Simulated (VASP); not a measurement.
All values below come from revPBE GGA, VASP's PBE PAW potentials (set 64) (plane waves; VASP).

The input files of a VASP run:

INCAR:
```
SYSTEM = BP
PREC = Accurate
ENCUT = 520
EDIFF = 1E-7
NELM = 100
ALGO = Normal
LREAL = .FALSE.
LASPH = .TRUE.
ISMEAR = -5
GGA = RE
LWAVE = .FALSE.
LCHARG = .TRUE.
LORBIT = 11
NEDOS = 601
ISIF = 2
```

File POSCAR:
```
BP
1
    0.0000000000     2.2824051723     2.2824051723
    2.2824051723    -0.0000000000     2.2824051723
    2.2824051723     2.2824051723    -0.0000000000
B P
1 1
Direct
  0.0000000000   0.0000000000   0.0000000000
  0.2500000000   0.2500000000   0.2500000000
```

File KPOINTS:
```
Automatic mesh
0
Gamma
11 11 11
0 0 0
```

POTCAR, in this order: B P (PBE.64 set). Program: vasp_std.

What VASP printed:

File OSZICAR:
```
       N       E                     dE             d eps       ncg     rms          rms(c)
DAV:   1     0.920997470396E+01    0.92100E+01   -0.40738E+03   912   0.900E+02
DAV:   2    -0.127609386647E+02   -0.21971E+02   -0.21569E+02  1440   0.110E+02
DAV:   3    -0.130085506823E+02   -0.24761E+00   -0.24761E+00  1088   0.152E+01
DAV:   4    -0.130091270135E+02   -0.57633E-03   -0.57633E-03  1384   0.731E-01
DAV:   5    -0.130091272433E+02   -0.22976E-06   -0.22976E-06  1160   0.137E-02    0.759E+00
DAV:   6    -0.124700457989E+02    0.53908E+00   -0.14348E+00   968   0.645E+00    0.423E+00
DAV:   7    -0.123909704777E+02    0.79075E-01   -0.24681E-01  1368   0.301E+00    0.132E+00
DAV:   8    -0.123855771542E+02    0.53933E-02   -0.24796E-02   952   0.115E+00    0.192E-01
DAV:   9    -0.123861268770E+02   -0.54972E-03   -0.70484E-04  1224   0.236E-01    0.870E-02
DAV:  10    -0.123864279190E+02   -0.30104E-03   -0.43573E-04  1032   0.169E-01    0.283E-02
DAV:  11    -0.123864442188E+02   -0.16300E-04   -0.30738E-05  1264   0.457E-02    0.250E-02
DAV:  12    -0.123864460177E+02   -0.17989E-05   -0.31398E-06  1008   0.150E-02    0.412E-03
DAV:  13    -0.123864460392E+02   -0.21480E-07   -0.50646E-08  1120   0.205E-03
   1 F= -.12386446E+02 E0= -.12386446E+02  d E =0.000000E+00
```

OUTCAR:
```
------------------------ aborting loop because EDIFF is reached ----------------------------------------
  FORCE on cell =-STRESS in cart. coord.  units (eV):
  Direction    XX          YY          ZZ          XY          YZ          ZX
  --------------------------------------------------------------------------------------
  Total        0.0000120      0.0000120      0.0000120      0.0000000      0.0000000     -0.0000000
  in kB        0.0008075      0.0008075      0.0008075      0.0000000      0.0000000     -0.0000000
  external PRESSURE =       0.0008075 kB  Pullay stress =       0.0000000 kB
  volume of cell :       23.78
      direct lattice vectors                 reciprocal lattice vectors
     0.000000000  2.282405172  2.282405172    -0.219067152  0.219067152  0.219067152
     2.282405172  0.000000000  2.282405172     0.219067152 -0.219067152  0.219067152
     2.282405172  2.282405172  0.000000000     0.219067152  0.219067152 -0.219067152
  FREE ENERGIE OF THE ION-ELECTRON SYSTEM (eV)
  ---------------------------------------------------
  free  energy   TOTEN  =       -12.3864460392 eV

  energy  without entropy=      -12.3864460392  energy(sigma->0) =      -12.38644604

 total charge

# of ion       s       p       d       tot
------------------------------------------
    1        0.668   1.251   0.000   1.920
    2        0.994   1.568   0.000   2.562
--------------------------------------------------
tot          1.662   2.820   0.000   4.482
```
(Selected blocks of OUTCAR.)

The compound is BP in the zinc blende structure. It was relaxed first.
